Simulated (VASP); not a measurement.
Output of a VASP run:

**OSZICAR**
```
...
DAV:   2    -0.457024703455E+02    0.10051E-01   -0.56763E-02  6088   0.177E+00    0.438E-01
DAV:   3    -0.456997896933E+02    0.26807E-02   -0.11819E-02  8048   0.723E-01    0.160E-01
DAV:   4    -0.456998573189E+02   -0.67626E-04   -0.11902E-03  7656   0.169E-01    0.741E-02
DAV:   5    -0.456999359547E+02   -0.78636E-04   -0.36691E-04  8600   0.924E-02    0.486E-02
DAV:   6    -0.456999710673E+02   -0.35113E-04   -0.75486E-05  8624   0.470E-02    0.194E-02
DAV:   7    -0.456999718641E+02   -0.79673E-06   -0.12414E-05  7000   0.183E-02    0.332E-03
DAV:   8    -0.456999719007E+02   -0.36662E-07   -0.65214E-07  3880   0.566E-03
   4 F= -.45699972E+02 E0= -.45700047E+02  d E =-.232910E-02
       N       E                     dE             d eps       ncg     rms          rms(c)
DAV:   1    -0.457000848433E+02   -0.11298E-03   -0.66363E-03  5320   0.658E-01    0.110E-01
DAV:   2    -0.457000080419E+02    0.76801E-04   -0.41745E-04  6072   0.152E-01    0.373E-02
DAV:   3    -0.456999878502E+02    0.20192E-04   -0.87614E-05  8016   0.620E-02    0.138E-02
DAV:   4    -0.456999892412E+02   -0.13910E-05   -0.86645E-06  6184   0.145E-02    0.636E-03
DAV:   5    -0.456999907577E+02   -0.15165E-05   -0.28374E-06  5616   0.885E-03    0.426E-03
DAV:   6    -0.456999918791E+02   -0.11214E-05   -0.10691E-06  3736   0.470E-03    0.108E-03
DAV:   7    -0.456999921163E+02   -0.23725E-06   -0.22978E-07  2976   0.276E-03
   5 F= -.45699992E+02 E0= -.45700071E+02  d E =-.234931E-02
       N       E                     dE             d eps       ncg     rms          rms(c)
DAV:   1    -0.457011633936E+02   -0.11715E-02   -0.28526E-01  5064   0.419E+00    0.193E-01
DAV:   2    -0.457013484074E+02   -0.18501E-03   -0.91187E-03  6640   0.695E-01    0.872E-02
DAV:   3    -0.457012403219E+02    0.10809E-03   -0.64812E-04  7896   0.157E-01    0.369E-02
DAV:   4    -0.457012385088E+02    0.18130E-05   -0.88424E-05  6640   0.465E-02    0.178E-02
DAV:   5    -0.457012397227E+02   -0.12138E-05   -0.18116E-05  8344   0.254E-02    0.102E-02
DAV:   6    -0.457012415991E+02   -0.18764E-05   -0.14416E-06  4768   0.809E-03    0.426E-03
DAV:   7    -0.457012423367E+02   -0.73758E-06   -0.50041E-07  3688   0.471E-03
   6 F= -.45701242E+02 E0= -.45701244E+02  d E =-.125022E-02
       N       E                     dE             d eps       ncg     rms          rms(c)
DAV:   1    -0.457013241598E+02   -0.82561E-04   -0.33053E-02  5120   0.143E+00    0.654E-02
DAV:   2    -0.457013447618E+02   -0.20602E-04   -0.10527E-03  6632   0.236E-01    0.297E-02
DAV:   3    -0.457013324906E+02    0.12271E-04   -0.75119E-05  7896   0.533E-02    0.125E-02
DAV:   4    -0.457013326177E+02   -0.12707E-06   -0.10164E-05  5808   0.158E-02    0.606E-03
DAV:   5    -0.457013330626E+02   -0.44497E-06   -0.17771E-06  4416   0.939E-03
   7 F= -.45701333E+02 E0= -.45701311E+02  d E =-.134095E-02
       N       E                     dE             d eps       ncg     rms          rms(c)
DAV:   1    -0.457015979470E+02   -0.26533E-03   -0.30089E-02  5072   0.133E+00    0.827E-02
DAV:   2    -0.457015491920E+02    0.48755E-04   -0.11123E-03  6512   0.229E-01    0.399E-02
DAV:   3    -0.457015136430E+02    0.35549E-04   -0.14717E-04  6880   0.754E-02    0.113E-02
DAV:   4    -0.457015127633E+02    0.87971E-06   -0.20401E-05  6872   0.229E-02    0.726E-03
DAV:   5    -0.457015122531E+02    0.51021E-06   -0.24479E-06  4696   0.102E-02
   8 F= -.45701512E+02 E0= -.45701511E+02  d E =-.179190E-03
```

**OUTCAR**
```
------------------------ aborting loop because EDIFF is reached ----------------------------------------
  FORCE on cell =-STRESS in cart. coord.  units (eV):
  Direction    XX          YY          ZZ          XY          YZ          ZX
  --------------------------------------------------------------------------------------
  Total        0.0013847      0.0011049     -0.0034598      0.0000000      0.0000000      0.0000000
  in kB        0.0226555      0.0180780     -0.0566071      0.0000000      0.0000000      0.0000000
  external PRESSURE =      -0.0052912 kB  Pullay stress =       0.0000000 kB
  volume of cell :       97.92
      direct lattice vectors                 reciprocal lattice vectors
     1.834312983 -7.281358878 -0.000000000     0.272581618 -0.068668501  0.000000000
     1.834312983  7.281358878  0.000000000     0.272581618  0.068668501 -0.000000000
     0.000000000  0.000000000  3.665867173     0.000000000 -0.000000000  0.272786752
 POSITION                                       TOTAL-FORCE (eV/Angst)
 -----------------------------------------------------------------------------------
      1.83431     -1.52390      0.91647         0.000000      0.010876      0.000000
      1.83431      1.52390      2.74940         0.000000     -0.010876     -0.000000
      1.83431     -6.49487      0.91647         0.000000     -0.009422     -0.000000
      1.83431      6.49487      2.74940         0.000000      0.009422      0.000000
      1.83431      3.63941      0.91647         0.000000     -0.004567     -0.000000
      1.83431     -3.63941      2.74940         0.000000      0.004567      0.000000
 -----------------------------------------------------------------------------------
    total drift:                               -0.000000     -0.000000      0.000000
  FREE ENERGIE OF THE ION-ELECTRON SYSTEM (eV)
  ---------------------------------------------------
  free  energy   TOTEN  =       -45.7015122531 eV

  energy  without entropy=      -45.7015084706  energy(sigma->0) =      -45.70151099

 reached required accuracy - stopping structural energy minimisation
```
(Selected blocks of OUTCAR.)

### POSCAR
```
ZrSi2
1
    1.8455771149    -7.1765317205    -0.0000000000
    1.8455771149     7.1765317205     0.0000000000
    0.0000000000     0.0000000000     3.6914890177
Zr Si
2 4
Direct
  0.6036647545   0.3963352455   0.2500000000
  0.3963352455   0.6036647545   0.7500000000
  0.9450485659   0.0549514341   0.2500000000
  0.0549514341   0.9450485659   0.7500000000
  0.2494058827   0.7505941173   0.2500000000
  0.7505941173   0.2494058827   0.7500000000
```

Question: Write an INCAR and KPOINTS that could have produced this output.

Answer: This is not unique; one that fits is the input of the run itself, PBEsol GGA, plane waves, VASP's PBE PAW potentials (set 64).

### INCAR
```
LREAL=.FALSE.
ISMEAR=1
GGA=PS   ! PBEsol
SYSTEM=ZrSi2
NSW=60   ! most ionic steps
LCHARG=.FALSE.
IBRION=2   ! conjugate gradients
SIGMA=0.1
ALGO=Normal
PREC=Accurate
ISIF=3   ! ions, shape and volume
EDIFF=1E-6   ! SCF stop (eV)
LMAXMIX=4
ENCUT=400   ! plane-wave cut-off (eV)
LASPH=.TRUE.
EDIFFG=-0.02
NELM=100   ! most electronic steps
LWAVE=.FALSE.
```

**KPOINTS**
```
Automatic
0
gamma
 8 8 8
```

POTCAR, in this order: Zr_sv Si (PBE.64 set). Program: vasp_std.

The compound is ZrSi2 in the sg63 structure. This run relaxes it. Symmetry was kept, so distortions that lower it aren't found. The start is the result of an earlier pass.
